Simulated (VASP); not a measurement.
Output of a VASP run:

OUTCAR:
```
 ion  position               nearest neighbor table
   1  0.667  0.333  0.500-   4 1.97   4 1.97   4 1.97   3 1.97
   2  0.333  0.667  0.000-   3 1.97   3 1.97   3 1.97   4 1.97
   3  0.667  0.333  0.877-   2 1.97   2 1.97   2 1.97   1 1.97
   4  0.333  0.667  0.377-   1 1.97   1 1.97   1 1.97   2 1.97
  LATTYP: Found a hexagonal cell.
 ALAT       =     3.2191529258
 C/A-ratio  =     1.6276389291
 Subroutine PRICEL returns:
 Original cell was already a primitive cell.
 Subroutine GETGRP returns: Found 12 space group operations
The static configuration has the point symmetry C_3v.
 The point group associated with its full space group is C_6v.
The dynamic configuration has the point symmetry C_3v.
 Subroutine INISYM returns: Found 12 space group operations
 Subroutine IBZKPT returns following result:
 Found     21 irreducible k-points:

 Following reciprocal coordinates:
            Coordinates               Weight
  0.000000  0.000000  0.000000      1.000000
  0.166667  0.000000  0.000000      6.000000
  0.333333  0.000000  0.000000      6.000000
  0.500000  0.000000  0.000000      3.000000
  0.166667  0.166667  0.000000      6.000000
  0.333333  0.166667  0.000000     12.000000
  0.333333  0.333333  0.000000      2.000000
  0.000000  0.000000  0.250000      2.000000
  0.166667  0.000000  0.250000     12.000000
  0.333333  0.000000  0.250000     12.000000
  0.500000  0.000000  0.250000      6.000000
  0.166667  0.166667  0.250000     12.000000
  0.333333  0.166667  0.250000     24.000000
  0.333333  0.333333  0.250000      4.000000
  0.000000  0.000000  0.500000      1.000000
  0.166667  0.000000  0.500000      6.000000
  0.333333  0.000000  0.500000      6.000000
  0.500000  0.000000  0.500000      3.000000
  0.166667  0.166667  0.500000      6.000000
  0.333333  0.166667  0.500000     12.000000
  0.333333  0.333333  0.500000      2.000000
   k-points           NKPTS =     21   k-points in BZ     NKDIM =     21   number of bands    NBANDS=     22
   number of dos      NEDOS =    301   number of ions     NIONS =      4
   total plane-waves  NPLWV =  23040
   dimension x,y,z NGX =    24 NGY =   24 NGZ =   40
   dimension x,y,z NGXF=    48 NGYF=   48 NGZF=   80
   ions per type =               2   2
   PREC   = accura    normal or accurate (medium, high low for compatibility)
   ISTART =      0    job   : 0-new  1-cont  2-samecut
   ICHARG =      2    charge: 1-file 2-atom 10-const
   ISPIN  =      1    spin polarized calculation?
   LNONCOLLINEAR =      F non collinear calculations
   LSORBIT =      F    spin-orbit coupling
   INIWAV =      1    electr: 0-lowe 1-rand  2-diag
   ENCUT  =  520.0 eV  38.22 Ry    6.18 a.u.   5.99  5.99  9.74*2*pi/ulx,y,z
   NELM   =    100;   NELMIN=  2; NELMDL= -5     # of ELM steps
   EDIFF  = 0.1E-05   stopping-criterion for ELM
   LREAL  =      F    real-space projection
   NLSPLINE    = F    spline interpolate recip. space projectors
   LMAXMIX     =    4 max onsite mixed and CHGCAR
   VOSKOWN=      0    Vosko Wilk Nusair interpolation
   EDIFFG = 0.1E-04   stopping-criterion for IOM
   NSW    =      0    number of steps for IOM
   NBLOCK =      1;   KBLOCK =      1    inner block; outer block
   IBRION =     -1    ionic relax: 0-MD 1-quasi-New 2-CG
   NFREE  =      0    steps in history (QN), initial steepest desc. (CG)
   ISIF   =      2    stress and relaxation
   ISYM   =      2    0-nonsym 1-usesym 2-fastsym
   TEIN   =    0.0    initial temperature
   TEBEG  =    0.0;   TEEND  =   0.0 temperature during run
   SMASS  =  -3.00    Nose mass-parameter (am)
   PSTRESS=    0.0 pullay stress
   NELECT =      36.0000    total number of electrons
   EFERMI =   0.00;   METHOD = LEGACY
   ISMEAR =     0;   SIGMA  =   0.05  broadening in eV -4-tet -1-fermi 0-gaus
   IALGO  =     38    algorithm
   LDIAG  =      T    sub-space diagonalisation (order eigenvalues)
   IMIX   =      4    mixing-type and parameters
     AMIX     =   0.40;   BMIX     =  1.00
     AMIX_MAG =   1.60;   BMIX_MAG =  1.00
...
```

OSZICAR:
```
       N       E                     dE             d eps       ncg     rms          rms(c)
DAV:   1     0.274955082855E+03    0.27496E+03   -0.18530E+04   968   0.300E+03
DAV:   2     0.965868624480E+01   -0.26530E+03   -0.25753E+03   986   0.530E+02
DAV:   3    -0.265962080340E+02   -0.36255E+02   -0.35898E+02  1062   0.156E+02
DAV:   4    -0.282251329920E+02   -0.16289E+01   -0.16225E+01  1286   0.347E+01
DAV:   5    -0.282534208805E+02   -0.28288E-01   -0.28280E-01  1022   0.417E+00    0.108E+01
DAV:   6    -0.242245433826E+02    0.40289E+01   -0.15353E+01  1668   0.565E+01    0.313E+00
DAV:   7    -0.243449418544E+02   -0.12040E+00   -0.16825E+00   996   0.110E+01    0.268E+00
DAV:   8    -0.243455332235E+02   -0.59137E-03   -0.29256E-01  1564   0.813E+00    0.891E-01
DAV:   9    -0.243221065950E+02    0.23427E-01   -0.11868E-01  1632   0.574E+00    0.345E-01
DAV:  10    -0.243231507726E+02   -0.10442E-02   -0.60959E-03  1104   0.849E-01    0.146E-01
DAV:  11    -0.243230698736E+02    0.80899E-04   -0.16184E-03  1390   0.739E-01    0.314E-02
DAV:  12    -0.243230861263E+02   -0.16253E-04   -0.20525E-04  1052   0.105E-01    0.158E-02
DAV:  13    -0.243230855234E+02    0.60288E-06   -0.39928E-05  1250   0.144E-01    0.921E-03
DAV:  14    -0.243230858773E+02   -0.35388E-06   -0.48381E-06  1094   0.402E-02
   1 F= -.24323086E+02 E0= -.24323086E+02  d E =-.214917E-15
```

File OUTCAR:
```
------------------------ aborting loop because EDIFF is reached ----------------------------------------
  FORCE on cell =-STRESS in cart. coord.  units (eV):
  Direction    XX          YY          ZZ          XY          YZ          ZX
  --------------------------------------------------------------------------------------
  Total        0.0019766      0.0019766      0.0612816      0.0000000      0.0000000      0.0000000
  in kB        0.0673475      0.0673475      2.0879844      0.0000000      0.0000000      0.0000000
  external PRESSURE =       0.7408931 kB  Pullay stress =       0.0000000 kB
  volume of cell :       47.02
      direct lattice vectors                 reciprocal lattice vectors
     1.609576480 -2.787868203  0.000000000     0.310640722 -0.179348507  0.000000000
     1.609576480  2.787868203  0.000000000     0.310640722  0.179348507  0.000000000
     0.000000000  0.000000000  5.239618621     0.000000000  0.000000000  0.190853585
  FREE ENERGIE OF THE ION-ELECTRON SYSTEM (eV)
  ---------------------------------------------------
  free  energy   TOTEN  =       -24.3230858773 eV

  energy  without entropy=      -24.3230858773  energy(sigma->0) =      -24.32308588
```
(Selected blocks of OUTCAR.)

File POSCAR:
```
GaN
1
    1.6095764798    -2.7878682026     0.0000000000
    1.6095764798     2.7878682026     0.0000000000
    0.0000000000     0.0000000000     5.2396186207
Ga N
2 2
Direct
  0.6666670000   0.3333330000   0.5000411912
  0.3333330000   0.6666670000   0.0000411912
  0.6666670000   0.3333330000   0.8769588088
  0.3333330000   0.6666670000   0.3769588088
```

Problem. Reconstruct the remaining input files.

Solution. Several could match; the one computed here: the input of the run itself, PBE GGA, plane waves, VASP's PBE PAW potentials (set 64).

### INCAR
```
! general
SYSTEM   =  GaN
PREC     =  Accurate
ENCUT    =  520   ! plane-wave cut-off (eV)
LREAL    =  .False.
LASPH    =  .True.

! electronic loop
EDIFF    =  1E-6
NELM     =  100   ! most electronic steps
ALGO     =  Normal   ! blocked Davidson
LMAXMIX  =  4   ! l cut-off of mixed one-centre charges

! smearing
ISMEAR   =  0   ! Gaussian
SIGMA    =  0.05   ! width (eV)

! functional
GGA      =  PE   ! PBE

! output
LWAVE    =  .True.
LCHARG   =  .False.
```

KPOINTS:
```
Automatic mesh
0
Gamma
6 6 4
0 0 0
```

POTCAR, in this order: Ga_d N (PBE.64 set). Program: vasp_std.

The compound is GaN in the wurtzite structure. It was relaxed first.
